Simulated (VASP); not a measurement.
CdS (wurtzite):

```yaml
crystal:
  lattice:
    - [2.07000, -3.58534, 0.00000]
    - [2.07000, 3.58534, 0.00000]
    - [0.00000, 0.00000, 6.72000]
  atoms:
    - { symbol: Cd, position: [0.66667, 0.33333, 0.50000] }
    - { symbol: Cd, position: [0.33333, 0.66667, 0.00000] }
    - { symbol: S, position: [0.66667, 0.33333, 0.87700] }
    - { symbol: S, position: [0.33333, 0.66667, 0.37700] }
```

The lowest empty band near Γ, direction a*, from PBE with spin-orbit coupling in VASP (PAW); its two spin partners are averaged. The gap over the points computed is 1.20 eV, and the next band on that side lies 1.56 eV away at the edge.

Numerical set-up: 400 eV cut-off, 7×7×4 Γ-centred mesh, Gaussian smearing of 0.050 eV, potentials Cd S.

```json
[
 {"distance from the edge in k (1/Å)": "0.012", "distance in energy (meV)": "4.1"},
 {"distance from the edge in k (1/Å)": "0.018", "distance in energy (meV)": "9.2"},
 {"distance from the edge in k (1/Å)": "0.025", "distance in energy (meV)": "17.8"},
 {"distance from the edge in k (1/Å)": "0.035", "distance in energy (meV)": "34.2"},
 {"distance from the edge in k (1/Å)": "0.050", "distance in energy (meV)": "67.8"},
 {"distance from the edge in k (1/Å)": "0.070", "distance in energy (meV)": "126.8"}
]
```

### Question
Fit E(1 + αE) = ħ²k²/2m* (ħ²/2m0 = 3.810 eV Å²) and predict the row at 0.095 1/Å.

### Answer
Least squares on the energies gives the electron mass m* = 0.133 m0 and α = 0.88 per eV, and so 217.9 meV. The run gave 217.5 meV, -0.4 meV from the fit.

Left out are points under 3 meV from the edge, since the levels carry 0.1 meV, and points farther than half the way to the next band.

The compound is CdS in the wurtzite structure. The cell was not relaxed at this level.
